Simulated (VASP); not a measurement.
Energy against volume of Ba (bcc). All values below come from RPBE GGA, VASP's PBE PAW potentials (set 64) (plane waves; VASP). Numerical set-up: 520 eV cut-off, 10×10×10 Γ-centred mesh, first-order Methfessel-Paxton smearing of 0.10 eV, potentials Ba_sv.

```csv
V (Å³/atom),E (eV/atom)
66.733,-1.68462
68.797,-1.68638
70.861,-1.68507
72.925,-1.68102
```

Question: Fit these four points and predict the energy of the run at 64.669 Å³/atom.

Answer: A cubic in V^(−2/3), the third-order Birch-Murnaghan form, passes through the four points with V0 = 68.91 Å³/atom and B0 = 8 GPa, and gives -1.6794 eV/atom there. The run gave -1.6794 eV/atom, -0.0 meV/atom from the fit; all five points give B0 = 8 GPa.

The compound is Ba in the bcc structure. It was relaxed first, which changed the volume by +9 %.
